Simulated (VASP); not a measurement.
CaSe (rock salt), at 1.04 of the tabulated volume:

```xyz
2
Lattice="0.0000 2.9990 2.9990 2.9990 0.0000 2.9990 2.9990 2.9990 0.0000" Properties=species:S:1:pos:R:3 pbc="T T T"
Ca     0.0000     0.0000     0.0000
Se     2.9990     2.9990     2.9990
```

The lowest empty band near X, direction across the valley's axis, from PBE with spin-orbit coupling in VASP (PAW); its two spin partners are averaged. The gap over the points computed is 1.99 eV, and the next band on that side lies 2.75 eV away at the edge.

Settings: 400 eV cut-off, 9×9×9 Γ-centred mesh, Gaussian smearing of 0.050 eV, potentials Ca_sv Se.

| distance from the edge in k (1/Å) | distance in energy (meV) |
|---|---|
| 0.018 | 4.1 |
| 0.025 | 8.0 |
| 0.035 | 15.6 |
| 0.050 | 31.8 |
| 0.070 | 61.9 |

**Question.** Fit E(1 + αE) = ħ²k²/2m* (ħ²/2m0 = 3.810 eV Å²) and predict the row at 0.095 1/Å.

**Answer.** The rows don't resolve α, so a parabola serves: the electron mass is m* = 0.301 m0, and so 114.2 meV. The run gave 112.8 meV, -1.4 meV from the fit.

Left out are points under 3 meV from the edge, since the levels carry 0.1 meV, and points farther than half the way to the next band.

The compound is CaSe in the rock salt structure. The cell was not relaxed at this level.
